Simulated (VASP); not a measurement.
Computed with PBE GGA, VASP's PBE PAW potentials (set 64) (plane waves; VASP).

VASP input:

File KPOINTS:
```
Automatic mesh
0
Gamma
1 1 1
0 0 0
```

File POSCAR:
```
BeIn31P32
1.0
 11.9995217336   0.0000000000   0.0000000000
  0.0000000000  11.9995217336   0.0000000000
  0.0000000000   0.0000000000  11.9995217336
In P Be
31 32 1
Cart
  5.9997608668   0.0000000000   0.0000000000
  8.9996413002   2.9998804334   0.0000000000
  8.9996413002   0.0000000000   2.9998804334
  0.0000000000   0.0000000000   0.0000000000
  2.9998804334   2.9998804334   0.0000000000
  5.9997608668   5.9997608668   0.0000000000
  8.9996413002   8.9996413002   0.0000000000
  2.9998804334   0.0000000000   2.9998804334
  5.9997608668   2.9998804334   2.9998804334
  8.9996413002   5.9997608668   2.9998804334
  5.9997608668   0.0000000000   5.9997608668
  8.9996413002   2.9998804334   5.9997608668
  8.9996413002   0.0000000000   8.9996413002
  0.0000000000   5.9997608668   0.0000000000
  2.9998804334   8.9996413002   0.0000000000
  0.0000000000   2.9998804334   2.9998804334
  2.9998804334   5.9997608668   2.9998804334
  5.9997608668   8.9996413002   2.9998804334
  0.0000000000   0.0000000000   5.9997608668
  2.9998804334   2.9998804334   5.9997608668
  8.9996413002   8.9996413002   5.9997608668
  2.9998804334   0.0000000000   8.9996413002
  5.9997608668   2.9998804334   8.9996413002
  8.9996413002   5.9997608668   8.9996413002
  0.0000000000   8.9996413002   2.9998804334
  0.0000000000   5.9997608668   5.9997608668
  2.9998804334   8.9996413002   5.9997608668
  0.0000000000   2.9998804334   8.9996413002
  2.9998804334   5.9997608668   8.9996413002
  5.9997608668   8.9996413002   8.9996413002
  0.0000000000   8.9996413002   8.9996413002
  7.4997010835   1.4999402167   1.4999402167
 10.4995815169   4.4998206501   1.4999402167
 10.4995815169   1.4999402167   4.4998206501
  1.4999402167   1.4999402167   1.4999402167
  4.4998206501   4.4998206501   1.4999402167
  7.4997010835   7.4997010835   1.4999402167
 10.4995815169  10.4995815169   1.4999402167
  4.4998206501   1.4999402167   4.4998206501
  7.5044648936   4.5475787466   4.5404270316
 10.4995815169   7.4997010835   4.4998206501
  7.4997010835   1.4999402167   7.4997010835
 10.4995815169   4.4998206501   7.4997010835
 10.4995815169   1.4999402167  10.4995815169
  1.4999402167   7.4997010835   1.4999402167
  4.4998206501  10.4995815169   1.4999402167
  1.4999402167   4.4998206501   4.4998206501
  4.5106322192   7.5192123058   4.5039484856
  7.4997010835  10.4995815169   4.4998206501
  1.4999402167   1.4999402167   7.4997010835
  4.5122281556   4.5476987418   7.5166324087
  7.4753780529   7.4578467517   7.5174723752
 10.4995815169  10.4995815169   7.4997010835
  4.4998206501   1.4999402167  10.4995815169
  7.4997010835   4.4998206501  10.4995815169
 10.4995815169   7.4997010835  10.4995815169
  1.4999402167  10.4995815169   4.4998206501
  1.4999402167   7.4997010835   7.4997010835
  4.4998206501  10.4995815169   7.4997010835
  1.4999402167   4.4998206501  10.4995815169
  4.4998206501   7.4997010835  10.4995815169
  7.4997010835  10.4995815169  10.4995815169
  1.4999402167  10.4995815169  10.4995815169
  5.9943250835   5.9715979893   6.0391792957
```

### INCAR
```
SYSTEM = BeIn31P32
PREC = Normal
ENCUT = 400
EDIFF = 1E-5
NELM = 100
ALGO = Fast
LREAL = Auto
LASPH = .TRUE.
ISMEAR = 0
SIGMA = 0.05
GGA = PE
LMAXMIX = 4
LWAVE = .TRUE.
LCHARG = .FALSE.
NELMIN = 4
ISYM = 0
NELECT = 254.0
IBRION = 2
ISIF = 2
NSW = 60
EDIFFG = -0.03
```

POTCAR, in this order: In P Be (PBE.64 set). Program: vasp_gam.

The cell is charged, with a uniform compensating background. The supercell is sampled at Γ alone, which is coarse: total energies, pressure and levels can be off, energies of defects by several tenths of an eV.

Task: Predict the energy per atom (σ→0).

Result: 
- energy per atom (σ→0): -4.172 eV/atom

File OSZICAR:
```
...
  13 F= -.26701524E+03 E0= -.26697668E+03  d E =-.363277E-02
       N       E                     dE             d eps       ncg     rms          rms(c)
DAV:   1    -0.267016127124E+03   -0.88855E-03   -0.95240E-02   336   0.539E-01    0.178E-01
RMM:   2    -0.267016634453E+03   -0.50733E-03   -0.63804E-03   320   0.167E-01    0.404E-02
RMM:   3    -0.267016754166E+03   -0.11971E-03   -0.12853E-03   334   0.792E-02    0.399E-02
RMM:   4    -0.267016750868E+03    0.32980E-05   -0.17820E-04   320   0.336E-02    0.224E-02
RMM:   5    -0.267016752158E+03   -0.12900E-05   -0.74685E-05   301   0.179E-02
  14 F= -.26701675E+03 E0= -.26697819E+03  d E =-.151469E-02
```

The cell is a supercell with a defect, built from InP (zinc blende): Be_In, charge +1. The run is not spin-polarised, so no state with unpaired spins was tried.
